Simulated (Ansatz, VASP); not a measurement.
# Sc in two plane-wave programs, part 2 of 3

One calculation is typed for both programs; each brings its own data sets. How far apart do they land? The cell is taken from a series of runs on this material, whose earlier steps may have relaxed, scaled, displaced or heated it; both programs get it as it stands.

VASP 6.6.1 and Ansatz 0.2.0.

So far: The structure; Ansatz: zone-centre phonons, PBEsol, pair 1.

## Step 3: VASP: zone-centre phonons, PBEsol, pair 1

Level of this step: PBEsol; plane waves and PAW (Sc_sv) (VASP).

The same cell, functional, mesh and smearing now go to VASP, with its own data sets.

Lines of VASP's logs that name or quote its potential files are left out, and so is its time.

Contents of INCAR:

```
SYSTEM = Sc
PREC = Accurate
ENCUT = 500
EDIFF = 1E-08
NELM = 120
ISMEAR = 1
SIGMA = 0.2
LREAL = .FALSE.
ALGO = Normal
GGA = PS
NBANDS = 17
LASPH = .TRUE.
LORBIT = 11
LWAVE = .FALSE.
LCHARG = .FALSE.
ISIF = 2
IBRION = 8
GGA_COMPAT = .FALSE.
KPAR = 2
```

Contents of POSCAR:

```
Sc
1.0
    3.3051748912      0.0000000000      0.0000000000
   -1.6525874456      2.8623654197      0.0000000000
    0.0000000000      0.0000000000      4.8771372990
Sc
2
Direct
    0.3333334906      0.6666665094      0.2500000000
    0.6666665094      0.3333334906      0.7500000000
```

Contents of KPOINTS:

```
Automatic mesh
0
Gamma
15 15 8
0 0 0
```

PAW data sets: Sc_sv (PBE family, release 64).

Launch:

```console
$ mpirun -np 2 vasp_std
```

Numbers of over 12 decimals in the logs are rounded to 6 here.

The log of the run:

```text
[banner, memory and clock lines left out]
running    2 mpi-ranks, on    1 nodes
 distrk:  each k-point on    1 cores,    2 groups
 distr:  one band on    1 cores,    1 groups

 POSCAR found type information on POSCAR Sc
 POSCAR found :  1 types and       2 ions
|                                                                             |
|               ----> ADVICE to this user running VASP <----                  |
|                                                                             |
|     You enforced a specific xc type in the INCAR file but a different       |
|     [... a line on the potential file left out ...]
|     I HOPE YOU KNOW WHAT YOU ARE DOING!                                     |
|                                                                             |

 LDA part: xc-table for (Slater+PW92), standard interpolation
 POSCAR, INCAR and KPOINTS ok, starting setup
 FFT: planning ... GRIDC
 FFT: planning ... GRID_SOFT
 FFT: planning ... GRID
 WAVECAR not read
 entering main loop
       N       E                     dE             d eps       ncg     rms          rms(c)
DAV:   1     0.356308409743E+03    0.35631E+03   -0.10882E+04  4598   0.136E+03
DAV:   2     0.564849011503E+01   -0.35066E+03   -0.34443E+03  5830   0.575E+02
DAV:   3    -0.143130950745E+02   -0.19962E+02   -0.19256E+02  7558   0.164E+02
DAV:   4    -0.146189168900E+02   -0.30582E+00   -0.30358E+00  6663   0.197E+01
DAV:   5    -0.146230731370E+02   -0.41562E-02   -0.41551E-02  7874   0.235E+00    0.850E+00
DAV:   6    -0.133697041816E+02    0.12534E+01   -0.28181E+00  5959   0.198E+01    0.256E+00
DAV:   7    -0.131997225199E+02    0.16998E+00   -0.72219E-01  6152   0.918E+00    0.814E-01
DAV:   8    -0.131882264769E+02    0.11496E-01   -0.25609E-02  6795   0.216E+00    0.233E-01
DAV:   9    -0.131870568626E+02    0.11696E-02   -0.61939E-03  6540   0.876E-01    0.185E-02
DAV:  10    -0.131870699065E+02   -0.13044E-04   -0.73404E-05  7282   0.122E-01    0.566E-03
DAV:  11    -0.131870680002E+02    0.19063E-05   -0.16827E-06  7364   0.170E-02    0.127E-03
DAV:  12    -0.131870688216E+02   -0.82135E-06   -0.15070E-07  7348   0.504E-03    0.708E-04
DAV:  13    -0.131870685444E+02    0.27714E-06   -0.13814E-08  4238   0.141E-03    0.628E-05
DAV:  14    -0.131870685738E+02   -0.29361E-07   -0.11287E-09  3776   0.738E-04    0.414E-05
DAV:  15    -0.131870685796E+02   -0.58521E-08   -0.55296E-10  3497   0.466E-04
   1 F= -.13187069E+02 E0= -.13186180E+02  d E =-.266479E-02
 Linear response reoptimize wavefunctions to high precision
DAV:   1    -0.131870685808E+02   -0.11414E-08   -0.25772E-10  3496   0.369E-04
DAV:   2    -0.131870685808E+02   -0.45475E-11   -0.14393E-10  3351   0.237E-04
 Linear response DOF=           2
 Linear response progress:
  Degree of freedom:   1/  2
       N       E                     dE             d eps       ncg     rms          rms(c)
 HAMIL_LR internal error: the vector H(1)-e(1) S(1) |phi(0)> is not orthogonal t
 o |phi(0)>         164          17 -1.027339923442006E-004
 HAMIL_LR internal error: the vector H(1)-e(1) S(1) |phi(0)> is not orthogonal t
 o |phi(0)>         169          17 -1.102548759528699E-004
 HAMIL_LR internal error: the vector H(1)-e(1) S(1) |phi(0)> is not orthogonal t
 o |phi(0)>         174          17 -1.046755964793089E-004
 HAMIL_LR internal error: the vector H(1)-e(1) S(1) |phi(0)> is not orthogonal t
 o |phi(0)>         198          16 -1.165109518065088E-004
 HAMIL_LR internal error: the vector H(1)-e(1) S(1) |phi(0)> is not orthogonal t
 o |phi(0)>         320          17 -1.010083294895048E-004
 HAMIL_LR internal error: the vector H(1)-e(1) S(1) |phi(0)> is not orthogonal t
 o |phi(0)>         406          17 -1.068627790442589E-004
 HAMIL_LR internal error: the vector H(1)-e(1) S(1) |phi(0)> is not orthogonal t
 o |phi(0)>         482          17 -1.082507058999260E-004
 HAMIL_LR internal error: the vector H(1)-e(1) S(1) |phi(0)> is not orthogonal t
 o |phi(0)>         488          15 -1.094228527842300E-004
 HAMIL_LR internal error: the vector H(1)-e(1) S(1) |phi(0)> is not orthogonal t
 o |phi(0)>         488          17 -1.118954982839149E-004
 HAMIL_LR internal error: the vector H(1)-e(1) S(1) |phi(0)> is not orthogonal t
 o |phi(0)>         490          15 -1.307339794840712E-004
 HAMIL_LR internal error: the vector H(1)-e(1) S(1) |phi(0)> is not orthogonal t
 o |phi(0)>         492          15 -1.406819524475272E-004
 HAMIL_LR internal error: the vector H(1)-e(1) S(1) |phi(0)> is not orthogonal t
 o |phi(0)>         492          17 -1.196989176427410E-004
 HAMIL_LR internal error: the vector H(1)-e(1) S(1) |phi(0)> is not orthogonal t
 o |phi(0)>         494          15 -1.077582702324331E-004
 HAMIL_LR internal error: the vector H(1)-e(1) S(1) |phi(0)> is not orthogonal t
 o |phi(0)>         511          15 -1.087423914825358E-004
[...]
o |phi(0)>         488          17 -1.135330805991375E-004
 HAMIL_LR internal error: the vector H(1)-e(1) S(1) |phi(0)> is not orthogonal t
 o |phi(0)>         490          15 -1.325813898043066E-004
 HAMIL_LR internal error: the vector H(1)-e(1) S(1) |phi(0)> is not orthogonal t
 o |phi(0)>         492          15 -1.426725156022969E-004
 HAMIL_LR internal error: the vector H(1)-e(1) S(1) |phi(0)> is not orthogonal t
 o |phi(0)>         492          17 -1.214654562162742E-004
[...]
o |phi(0)>         492          17 -1.214654566016327E-004
 HAMIL_LR internal error: the vector H(1)-e(1) S(1) |phi(0)> is not orthogonal t
 o |phi(0)>         494          15 -1.093412138764294E-004
 HAMIL_LR internal error: the vector H(1)-e(1) S(1) |phi(0)> is not orthogonal t
 o |phi(0)>         516          15 -1.196062403885922E-004
 HAMIL_LR internal error: the vector H(1)-e(1) S(1) |phi(0)> is not orthogonal t
 o |phi(0)>         530          17 -1.092770148697769E-004
 HAMIL_LR internal error: the vector H(1)-e(1) S(1) |phi(0)> is not orthogonal t
 o |phi(0)>         511          15 -1.102766530917398E-004
 HAMIL_LR internal error: the vector H(1)-e(1) S(1) |phi(0)> is not orthogonal t
 o |phi(0)>         521          15 -1.216409628133214E-004
 HAMIL_LR internal error: the vector H(1)-e(1) S(1) |phi(0)> is not orthogonal t
 o |phi(0)>         525          17 -1.021478145249444E-004
 HAMIL_LR internal error: the vector H(1)-e(1) S(1) |phi(0)> is not orthogonal t
 o |phi(0)>         545          17 -1.128100380115848E-004
RMM:  25    -0.739460318774E+00   -0.15769E-10   -0.61489E-07 48009   0.583E-03    0.359E-06
 HAMIL_LR internal error: the vector H(1)-e(1) S(1) |phi(0)> is not orthogonal t
 o |phi(0)>         164          17 -1.042342224944759E-004
 HAMIL_LR internal error: the vector H(1)-e(1) S(1) |phi(0)> is not orthogonal t
 o |phi(0)>         169          17 -1.118464946237470E-004
 HAMIL_LR internal error: the vector H(1)-e(1) S(1) |phi(0)> is not orthogonal t
 o |phi(0)>         174          17 -1.061686973801157E-004
 HAMIL_LR internal error: the vector H(1)-e(1) S(1) |phi(0)> is not orthogonal t
 o |phi(0)>         193          16 -1.012266557801067E-004
 HAMIL_LR internal error: the vector H(1)-e(1) S(1) |phi(0)> is not orthogonal t
 o |phi(0)>         198          16 -1.182497853280395E-004
 HAMIL_LR internal error: the vector H(1)-e(1) S(1) |phi(0)> is not orthogonal t
 o |phi(0)>         320          17 -1.024951293953635E-004
 HAMIL_LR internal error: the vector H(1)-e(1) S(1) |phi(0)> is not orthogonal t
 o |phi(0)>         406          17 -1.084363230382523E-004
 HAMIL_LR internal error: the vector H(1)-e(1) S(1) |phi(0)> is not orthogonal t
 o |phi(0)>         482          17 -1.097991453233027E-004
 HAMIL_LR internal error: the vector H(1)-e(1) S(1) |phi(0)> is not orthogonal t
 o |phi(0)>         488          15 -1.109636607056486E-004
 HAMIL_LR internal error: the vector H(1)-e(1) S(1) |phi(0)> is not orthogonal t
 o |phi(0)>         488          17 -1.135330812292445E-004
 HAMIL_LR internal error: the vector H(1)-e(1) S(1) |phi(0)> is not orthogonal t
 o |phi(0)>         490          15 -1.325813906611073E-004
 HAMIL_LR internal error: the vector H(1)-e(1) S(1) |phi(0)> is not orthogonal t
 o |phi(0)>         492          15 -1.426725165261100E-004
 HAMIL_LR internal error: the vector H(1)-e(1) S(1) |phi(0)> is not orthogonal t
 o |phi(0)>         492          17 -1.214654568884033E-004
 HAMIL_LR internal error: the vector H(1)-e(1) S(1) |phi(0)> is not orthogonal t
 o |phi(0)>         494          15 -1.093412140476813E-004
 HAMIL_LR internal error: the vector H(1)-e(1) S(1) |phi(0)> is not orthogonal t
 o |phi(0)>         516          15 -1.196062407197440E-004
 HAMIL_LR internal error: the vector H(1)-e(1) S(1) |phi(0)> is not orthogonal t
 o |phi(0)>         530          17 -1.092770151132627E-004
 HAMIL_LR internal error: the vector H(1)-e(1) S(1) |phi(0)> is not orthogonal t
 o |phi(0)>         511          15 -1.102766533944144E-004
 HAMIL_LR internal error: the vector H(1)-e(1) S(1) |phi(0)> is not orthogonal t
 o |phi(0)>         521          15 -1.216409631487197E-004
 HAMIL_LR internal error: the vector H(1)-e(1) S(1) |phi(0)> is not orthogonal t
 o |phi(0)>         525          17 -1.021478147574389E-004
 HAMIL_LR internal error: the vector H(1)-e(1) S(1) |phi(0)> is not orthogonal t
 o |phi(0)>         545          17 -1.128100382631059E-004
RMM:  26    -0.739460318913E+00   -0.13932E-09   -0.60794E-07 48733   0.583E-03    0.373E-06
 first order change of Fermi-energy   0.32713E-04
 force on displaced ion       1 direction 1 :  -1.806   0.001   0.000
 Linear response progress:
  Degree of freedom:   2/  2
       N       E                     dE             d eps       ncg     rms          rms(c)
RMM:   1    -0.801687315108E+00   -0.80169E+00   -0.66488E+01  6628   0.219E+02
RMM:   2    -0.799893214977E+00    0.17941E-02   -0.15515E-01  9861   0.463E+00    0.133E-01
RMM:   3    -0.800267067995E+00   -0.37385E-03   -0.11195E-02 11161   0.980E-01    0.491E-02
RMM:   4    -0.799226883600E+00    0.10402E-02   -0.15412E-03 12196   0.295E-01    0.151E-02
RMM:   5    -0.799068417596E+00    0.15847E-03   -0.18723E-04 14302   0.826E-02    0.995E-03
RMM:   6    -0.799046569314E+00    0.21848E-04   -0.28245E-05 12257   0.371E-02    0.598E-03
RMM:   7    -0.799027602172E+00    0.18967E-04   -0.11510E-05 12666   0.239E-02    0.183E-03
RMM:   8    -0.799036647729E+00   -0.90456E-05   -0.65679E-06 13289   0.141E-02    0.105E-03
RMM:   9    -0.799051317484E+00   -0.14670E-04   -0.38179E-06 13060   0.938E-03    0.238E-04
RMM:  10    -0.799055732225E+00   -0.44147E-05   -0.27720E-06 13578   0.722E-03    0.161E-04
RMM:  11    -0.799063099218E+00   -0.73670E-05   -0.20227E-06 12824   0.691E-03    0.561E-05
RMM:  12    -0.799062058517E+00    0.10407E-05   -0.13387E-06 13912   0.664E-03    0.189E-05
RMM:  13    -0.799061754974E+00    0.30354E-06   -0.12527E-06 13460   0.669E-03    0.518E-06
RMM:  14    -0.799061734603E+00    0.20372E-07   -0.10279E-06 14458   0.667E-03    0.495E-06
RMM:  15    -0.799061841165E+00   -0.10656E-06   -0.94830E-07 13976   0.670E-03    0.264E-06
RMM:  16    -0.799061851754E+00   -0.10590E-07   -0.82216E-07 14818   0.667E-03    0.113E-06
RMM:  17    -0.799061825581E+00    0.26173E-07   -0.89785E-07 14590   0.670E-03    0.181E-06
RMM:  18    -0.799061820180E+00    0.54006E-08   -0.83363E-07 15225   0.669E-03    0.200E-06
RMM:  19    -0.799061825348E+00   -0.51673E-08   -0.87298E-07 14924   0.670E-03    0.238E-06
RMM:  20    -0.799061824199E+00    0.11489E-08   -0.83382E-07 15476   0.670E-03    0.260E-06
RMM:  21    -0.799061826346E+00   -0.21473E-08   -0.85631E-07 15244   0.671E-03    0.282E-06
RMM:  22    -0.799061822430E+00    0.39158E-08   -0.79388E-07 15705   0.670E-03    0.301E-06
RMM:  23    -0.799061831705E+00   -0.92750E-08   -0.78553E-07 15702   0.671E-03    0.287E-06
 first order change of Fermi-energy   0.92630E-04
 force on displaced ion       1 direction 3 :   0.000  -0.000  -5.944
 Linear response finished
```

OUTCAR, selected parts (step 3):

```text
ion  position               nearest neighbor table
   1  0.333  0.667  0.250-   2 3.10   2 3.10   2 3.10   2 3.10   2 3.10   2 3.10
   2  0.667  0.333  0.750-   1 3.10   1 3.10   1 3.10   1 3.10   1 3.10   1 3.10

  LATTYP: Found a hexagonal cell.
 ALAT       =     3.3051748912
 C/A-ratio  =     1.4756064231

 Subroutine GETGRP returns: Found 24 space group operations
 (whereof 12 operations were pure point group operations)

The static configuration has the point symmetry D_3d.
 The point group associated with its full space group is D_6h.

 Found    135 irreducible k-points:

   k-points           NKPTS =    135   k-points in BZ     NKDIM =    135   number of bands    NBANDS=     17

   dimension x,y,z NGX =    24 NGY =   24 NGZ =   36
   dimension x,y,z NGXF=    48 NGYF=   48 NGZF=   72

   ENCUT  =  500.0 eV  36.75 Ry    6.06 a.u.   6.03  6.03  8.89*2*pi/ulx,y,z

   NELECT =      22.0000    total number of electrons

 k-points in reciprocal lattice and weights: Automatic mesh
   0.00000000  0.00000000  0.00000000       0.001
   0.06666667  0.00000000  0.00000000       0.003
   0.13333333  0.00000000  0.00000000       0.003
   0.20000000  0.00000000  0.00000000       0.003
   0.26666667  0.00000000  0.00000000       0.003
   0.33333333  0.00000000  0.00000000       0.003
   0.40000000  0.00000000  0.00000000       0.003
   0.46666667  0.00000000  0.00000000       0.003
   0.06666667  0.06666667  0.00000000       0.003
[...]
0.33333333  0.26666667  0.50000000       0.007
   0.33333333  0.33333333  0.50000000       0.001

 average (electrostatic) potential at core
       1 -46.5040       2 -46.5040

  Total        0.0009089      0.0009089      1.1642515      0.0000000     -0.0000000     -0.0000000
  in kB        0.0315609      0.0315609     40.4271271      0.0000000     -0.0000000     -0.0000000
  external PRESSURE =      13.4967496 kB  Pullay stress =       0.0000000 kB

  energy-cutoff  :      500.00
  volume of cell :       46.14
      direct lattice vectors                 reciprocal lattice vectors
     3.305174891  0.000000000  0.000000000     0.302555850  0.174680702  0.000000000
    -1.652587446  2.862365420  0.000000000     0.000000000  0.349361403  0.000000000
     0.000000000  0.000000000  4.877137299     0.000000000  0.000000000  0.205038312

 POSITION                                       TOTAL-FORCE (eV/Angst)
 -----------------------------------------------------------------------------------
      0.00000      1.90824      1.21928         0.000000      0.000000      0.000000
      1.65259      0.95412      3.65785        -0.000000     -0.000000      0.000000
 -----------------------------------------------------------------------------------
    total drift:                               -0.000276      0.000159     -0.000007

 Eigenvectors and eigenvalues of the dynamical matrix
 ----------------------------------------------------

   1 f  =    8.039103 THz    50.511175 2PiTHz  268.155619 cm-1    33.247045 meV
             X         Y         Z           dx          dy          dz
      0.000001  1.908243  1.219284    -0.000000    0.000000   -0.707107
      1.652587  0.954122  3.657853     0.000000    0.000000    0.707107

   2 f  =    4.431683 THz    27.845088 2PiTHz  147.825046 cm-1    18.327962 meV
             X         Y         Z           dx          dy          dz
      0.000001  1.908243  1.219284     0.707107   -0.000000   -0.000000
      1.652587  0.954122  3.657853    -0.707107    0.000000    0.000000

   3 f  =    4.431683 THz    27.845088 2PiTHz  147.825046 cm-1    18.327962 meV
             X         Y         Z           dx          dy          dz
      0.000001  1.908243  1.219284     0.000000    0.707107   -0.000000
      1.652587  0.954122  3.657853     0.000000   -0.707107    0.000000

   4 f  =    0.000000 THz     0.000000 2PiTHz    0.000001 cm-1     0.000000 meV
             X         Y         Z           dx          dy          dz
      0.000001  1.908243  1.219284    -0.601819   -0.371233    0.000000
      1.652587  0.954122  3.657853    -0.601819   -0.371233    0.000000

   5 f  =    0.000000 THz     0.000000 2PiTHz    0.000000 cm-1     0.000000 meV
             X         Y         Z           dx          dy          dz
      0.000001  1.908243  1.219284     0.000000    0.000000    0.707107
      1.652587  0.954122  3.657853    -0.000000    0.000000    0.707107

   6 f/i=    0.000000 THz     0.000000 2PiTHz    0.000002 cm-1     0.000000 meV
             X         Y         Z           dx          dy          dz
      0.000001  1.908243  1.219284    -0.371233    0.601819    0.000000
      1.652587  0.954122  3.657853    -0.371233    0.601819    0.000000

 ELASTIC MODULI CONTR FROM IONIC RELAXATION (kBar)
 Direction    XX          YY          ZZ          XY          YZ          ZX
 --------------------------------------------------------------------------------
 XX        -108.2134    108.2134      0.0000     -0.0000      0.0000      0.0000
 YY         108.2134   -108.2134     -0.0000      0.0000     -0.0000      0.0000
 ZZ           0.0000     -0.0000     -0.0000     -0.0000     -0.0000      0.0000
 XY          -0.0000      0.0000     -0.0000   -108.2134     -0.0000      0.0000
 YZ           0.0000     -0.0000     -0.0000     -0.0000     -0.0000      0.0000
 ZX           0.0000      0.0000      0.0000      0.0000      0.0000      0.0000
 --------------------------------------------------------------------------------
```

## Step 4: Side by side

Known differences besides the potentials themselves: the cutoff is 420 eV in Ansatz and 500 eV in VASP; Ansatz makes its cores anew for this functional, VASP keeps those of its PBE data sets. Total energies have different zeros and are not compared.

The two programs side by side:

| quantity | Ansatz | VASP | difference |
| --- | --- | --- | --- |
| optical mode 1 to 2 (cm⁻¹) | 146.6 | 147.8 | -0.82 % |
| optical mode 3 (cm⁻¹) | 267.5 | 268.2 | -0.26 % |

Modes are paired by rising frequency, not by their patterns, so a pair may set unlike modes beside each other; they are those without the splitting of longitudinal modes.

[end of part 2 of 3]

[Lines on the potential files, build, host, timing and source positions are cut from VASP's logs without a mark.]

[Logs are printed without paths, hosts, clocks, repeated set-up lines and the standing remarks that a program may print on its own settings, such as how far it seeks lower states.]

[Hosts, paths, dates, database ids (printed as entryN), source tags and the programs' standing remarks are cut or masked in the printed files.]
